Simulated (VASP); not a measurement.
Data:

```yaml
crystal:
  lattice:
    - [4.95800, 0.00000, 0.00000]
    - [-2.47900, 4.29375, 0.00000]
    - [0.00000, 0.00000, 3.64000]
  atoms:
    - { symbol: La, position: [0.00000, 0.00000, 0.00000] }
    - { symbol: Hg, position: [0.33333, 0.66667, 0.50000] }
    - { symbol: Hg, position: [0.66667, 0.33333, 0.50000] }
```

The numbers are results of PBEsol GGA, VASP's PBE PAW potentials (set 64) (plane waves; VASP 6.6.1), not measurements. Settings: 300 eV cut-off, 5×5×6 Γ-centred mesh, Gaussian smearing of 0.10 eV, potentials La Hg.

Q: Give the energies of bands 11 to 20 at the high-symmetry points, in eV from the Fermi level.

A: 
```tsv
band	Γ	M	K	A	L	H
11	-7.16	-7.08	-7.17	-7.45	-6.84	-6.74
12	-7.16	-6.93	-7.17	-6.81	-6.58	-6.63
13	-7.13	-6.64	-6.59	-6.81	-6.49	-6.63
14	-6.78	-6.54	-6.11	-6.38	-6.32	-6.10
15	-6.78	-5.35	-4.83	-5.10	-4.84	-4.52
16	-1.04	-5.12	-4.83	-2.97	-2.96	-4.52
17	-1.04	-0.45	-2.58	0.85	-1.62	-0.61
18	-0.41	-0.09	0.51	0.85	-0.91	-0.61
19	-0.24	1.57	1.50	0.98	-0.24	0.35
20	1.56	1.63	1.50	0.98	1.58	1.62
```

It has no gap at this level: it comes out as a metal or semimetal.

The structure comes from a measured LaHg2 entry of the Crystallography Open Database, whose conditions weren't checked. The cell was not relaxed at this level. The electron count is odd and the run is not spin-polarised, which forces a metal.
